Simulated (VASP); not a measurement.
Data:

```
CELL_PARAMETERS angstrom
      3.30194     0.00000     0.00000
     -1.65097     2.85956     0.00000
      0.00000     0.00000     4.14084
ATOMIC_POSITIONS crystal
  Al 0.33333 0.66667 0.75000
  Al 0.66667 0.33333 0.25000
  N  0.33333 0.66667 0.25000
  N  0.66667 0.33333 0.75000
```

The numbers are results of PBEsol GGA, VASP's PBE PAW potentials (set 64) (plane waves; VASP), not measurements. Run with 520 eV cut-off, Gaussian smearing of 0.050 eV, potentials Al N.

### Question
Give the energies of bands 3 to 11 at the high-symmetry points, in eV from the valence-band maximum.

### Answer

| band | Γ | M | K | A | L | H |
|---|---|---|---|---|---|---|
| 3 | -6.98 | -6.52 | -6.84 | -3.74 | -7.36 | -6.95 |
| 4 | -3.33 | -4.82 | -4.50 | -3.74 | -7.36 | -6.95 |
| 5 | -3.33 | -4.57 | -4.50 | -2.51 | -3.28 | -5.23 |
| 6 | -1.60 | -4.27 | -3.83 | -2.51 | -3.28 | -5.23 |
| 7 | -1.60 | -2.96 | -3.83 | -2.51 | -1.76 | -0.79 |
| 8 | 0.00 | -1.40 | -2.48 | -2.51 | -1.76 | -0.79 |
| 9 | 3.34 | 3.81 | 5.08 | 5.70 | 5.05 | 6.82 |
| 10 | 4.48 | 7.15 | 6.07 | 5.70 | 5.05 | 6.82 |
| 11 | 8.21 | 7.26 | 8.95 | 8.37 | 9.46 | 8.18 |

The gap is direct, 3.34 eV, from the valence maximum at Γ to the conduction minimum at Γ.

The structure comes from a computed database's AlN entry (P6_3/mmc); how it stands against other phases isn't given here. It was relaxed first.
